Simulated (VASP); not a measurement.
Computed with MS2 meta-GGA, VASP's PBE PAW potentials (set 64) (plane waves; VASP).

Input for VASP

### POSCAR
```
Ho
1.0
  1.7900000000  -3.1003710000   0.0000000000
  1.7900000000   3.1003710000   0.0000000000
  0.0000000000   0.0000000000   5.6200000000
Ho
2
Cartesian
  1.7900000000   1.0334590669   1.4050000000
  1.7900000000  -1.0334590669   4.2150000000
```

### INCAR
```
# general
SYSTEM  = Ho
PREC    = Accurate
ENCUT   = 520
LREAL   = .FALSE.
LASPH   = .TRUE.

# electronic loop
EDIFF   = 1E-6
NELM    = 100
ALGO    = Normal
LMAXMIX = 6
LMIXTAU = .TRUE.

# smearing
ISMEAR  = 1
SIGMA   = 0.1

# functional
METAGGA = MS2

# ions
IBRION  = 2
NSW     = 60
ISIF    = 3
EDIFFG  = -0.01

# output
LWAVE   = .FALSE.
LCHARG  = .FALSE.
```

### KPOINTS
```
K-points
0
Gamma
  11 11 6
0 0 0
```

POTCAR, in this order: Ho_3 (PBE.64 set). Program: vasp_std.

The 4f electrons are frozen in the core of the lanthanide potential, so 4f levels, which can set the real gap, and their magnetism are missing. Energy and stress use the plane-wave basis of the starting cell.

Question: Predict the energy per atom (σ→0), volume per atom, band gap (on the k-mesh).

Answer: 
| Item | Value |
|---|---|
| energy per atom (σ→0) | 9.778 eV/atom |
| band gap (on the k-mesh) | none (metal, semimetal or under 0.01 eV) |
| volume per atom | 29.99 Å³/atom |

**OSZICAR**
```
...
DAV:   1     0.195573899461E+02   -0.86557E-04   -0.54234E-03  2375   0.658E-01    0.563E-02
DAV:   2     0.195574504038E+02    0.60458E-04   -0.13089E-04  2653   0.138E-01    0.281E-02
DAV:   3     0.195574531154E+02    0.27116E-05   -0.67669E-05  2305   0.675E-02    0.174E-02
DAV:   4     0.195574613331E+02    0.82177E-05   -0.18627E-05  2543   0.544E-02    0.450E-03
DAV:   5     0.195574555638E+02   -0.57693E-05   -0.23377E-05  2365   0.574E-02    0.600E-03
DAV:   6     0.195574531654E+02   -0.23985E-05   -0.19264E-06  1930   0.178E-02    0.116E-03
DAV:   7     0.195574530868E+02   -0.78595E-07   -0.22247E-07   902   0.730E-03
   6 F= 0.19557453E+02 E0= 0.19555900E+02  d E =-.143865E-02
```

The compound is Ho in the hcp structure. This run relaxes it. Symmetry was kept, so distortions that lower it aren't found.
